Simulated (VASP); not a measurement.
Data:

```
CELL_PARAMETERS angstrom
      3.17122     0.00000     0.00000
     -1.58561     2.74636     0.00000
      0.00000     0.00000     5.05029
ATOMIC_POSITIONS crystal
  Zr 0.66667 0.33333 0.00000
  Hf 0.00000 0.00000 0.50000
```

These are PBEsol GGA, VASP's PBE PAW potentials (set 64) (plane waves; VASP) values and carry that method's errors. Run with 400 eV cut-off, Gaussian smearing of 0.050 eV, potentials Zr_sv Hf_pv.

Give the energies of bands 8 to 14 at the high-symmetry points, in eV from the Fermi level.

```tsv
band	Γ	M	K	A	L	H
8	-6.74	-3.06	-2.28	-5.33	-3.51	-1.93
9	-3.41	-2.77	-1.61	-4.16	-3.04	-1.57
10	0.96	-2.33	-1.57	-0.10	-1.15	-1.47
11	0.96	-0.45	-1.31	0.19	-1.09	-1.30
12	1.02	0.63	0.10	0.79	1.35	-0.09
13	1.18	0.84	0.49	0.79	1.70	-0.06
14	1.83	1.61	1.95	0.99	2.27	2.28
```

It has no gap at this level: it comes out as a metal or semimetal.

The structure comes from a computed database's HfZr entry (P-6m2); how it stands against other phases isn't given here. It was relaxed first.
